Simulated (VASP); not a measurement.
All values below come from PBE GGA, VASP's PBE PAW potentials (set 64) (plane waves; VASP).

VASP input:

### KPOINTS
```
Automatic mesh
0
Gamma
14 14 14
0 0 0
```

### POSCAR
```
TiC
1.0
  0.0000000000   2.1671076643   2.1671076643
  2.1671076643   0.0000000000   2.1671076643
  2.1671076643   2.1671076643   0.0000000000
Ti C
1 1
Cartesian
  0.0000000000   0.0000000000   0.0000000000
  2.1671076643   2.1671076643   2.1671076643
```

### INCAR
```
LWAVE = .FALSE.
ISIF = 2
GGA = PE
LREAL = .FALSE.   # projection in real space or not
PREC = Accurate
NELM = 100
LCHARG = .FALSE.
SIGMA = 0.1
SYSTEM = TiC
EDIFF = 1E-7   # SCF stop (eV)
ISMEAR = 1   # Methfessel-Paxton
LMAXMIX = 4   # l cut-off of mixed one-centre charges
LASPH = .TRUE.
ENCUT = 600
ALGO = Normal
```

POTCAR, in this order: Ti_sv C (PBE.64 set). Program: vasp_std.

The resulting files:

OUTCAR:
```
 ion  position               nearest neighbor table
   1  0.000  0.000  0.000-   2 2.17   2 2.17   2 2.17   2 2.17   2 2.17   2 2.17
   2  0.500  0.500  0.500-   1 2.17   1 2.17   1 2.17   1 2.17   1 2.17   1 2.17
  LATTYP: Found a face centered cubic cell.
 ALAT       =     4.3342153286
 Subroutine PRICEL returns:
 Original cell was already a primitive cell.
 Subroutine GETGRP returns: Found 48 space group operations
The static configuration has the point symmetry O_h .
The dynamic configuration has the point symmetry O_h .
 Subroutine INISYM returns: Found 48 space group operations
 Subroutine IBZKPT returns following result:
 Found    104 irreducible k-points:

 Following reciprocal coordinates:
            Coordinates               Weight
  0.000000  0.000000  0.000000      1.000000
  0.071429  0.000000  0.000000      8.000000
  0.142857  0.000000  0.000000      8.000000
  0.214286  0.000000  0.000000      8.000000
  0.285714  0.000000  0.000000      8.000000
  0.357143  0.000000  0.000000      8.000000
  0.428571  0.000000  0.000000      8.000000
  0.500000  0.000000  0.000000      4.000000
  0.071429  0.071429  0.000000      6.000000
...
```

**OSZICAR**
```
       N       E                     dE             d eps       ncg     rms          rms(c)
DAV:   1     0.127945685491E+03    0.12795E+03   -0.92311E+03  2496   0.175E+03
DAV:   2    -0.131374602528E+02   -0.14108E+03   -0.13452E+03  2560   0.403E+02
DAV:   3    -0.237720734458E+02   -0.10635E+02   -0.10147E+02  3312   0.103E+02
DAV:   4    -0.243119294635E+02   -0.53986E+00   -0.53896E+00  3252   0.222E+01
DAV:   5    -0.243277963671E+02   -0.15867E-01   -0.15866E-01  3400   0.342E+00    0.187E+01
DAV:   6    -0.193795645872E+02    0.49482E+01   -0.32080E+01  2980   0.705E+01    0.719E+00
DAV:   7    -0.187504636091E+02    0.62910E+00   -0.48016E+00  3088   0.283E+01    0.491E+00
DAV:   8    -0.187146207899E+02    0.35843E-01   -0.13838E-01  2660   0.500E+00    0.303E+00
DAV:   9    -0.187146234554E+02   -0.26655E-05   -0.15847E-01  2780   0.508E+00    0.832E-01
DAV:  10    -0.187112497246E+02    0.33737E-02   -0.16766E-02  3572   0.189E+00    0.584E-01
DAV:  11    -0.187097224598E+02    0.15273E-02   -0.75182E-03  2700   0.134E+00    0.117E-01
DAV:  12    -0.187097094765E+02    0.12983E-04   -0.45619E-04  2724   0.326E-01    0.369E-02
DAV:  13    -0.187096951561E+02    0.14320E-04   -0.24422E-05  3732   0.649E-02    0.124E-02
DAV:  14    -0.187096929899E+02    0.21662E-05   -0.15762E-06  2684   0.111E-02    0.233E-03
DAV:  15    -0.187096929311E+02    0.58776E-07   -0.26867E-07  2848   0.655E-03
   1 F= -.18709693E+02 E0= -.18709732E+02  d E =0.118314E-03
```

### OUTCAR
```
------------------------ aborting loop because EDIFF is reached ----------------------------------------
  FORCE on cell =-STRESS in cart. coord.  units (eV):
  Direction    XX          YY          ZZ          XY          YZ          ZX
  --------------------------------------------------------------------------------------
  Total       -0.0146915     -0.0146915     -0.0146915     -0.0000000      0.0000000      0.0000000
  in kB       -1.1563900     -1.1563900     -1.1563900     -0.0000000      0.0000000      0.0000000
  external PRESSURE =      -1.1563900 kB  Pullay stress =       0.0000000 kB
  volume of cell :       20.36
      direct lattice vectors                 reciprocal lattice vectors
     0.000000000  2.167107664  2.167107664    -0.230722270  0.230722270  0.230722270
     2.167107664  0.000000000  2.167107664     0.230722270 -0.230722270  0.230722270
     2.167107664  2.167107664  0.000000000     0.230722270  0.230722270 -0.230722270
 POSITION                                       TOTAL-FORCE (eV/Angst)
 -----------------------------------------------------------------------------------
      0.00000      0.00000      0.00000         0.000000      0.000000      0.000000
      2.16711      2.16711      2.16711         0.000000      0.000000     -0.000000
 -----------------------------------------------------------------------------------
    total drift:                                0.000000     -0.000000     -0.000000
  FREE ENERGIE OF THE ION-ELECTRON SYSTEM (eV)
  ---------------------------------------------------
  free  energy   TOTEN  =       -18.7096929311 eV

  energy  without entropy=      -18.7098112452  energy(sigma->0) =      -18.70973237
```
(Selected blocks of OUTCAR.)

The compound is TiC in the rock salt structure. It was relaxed first.
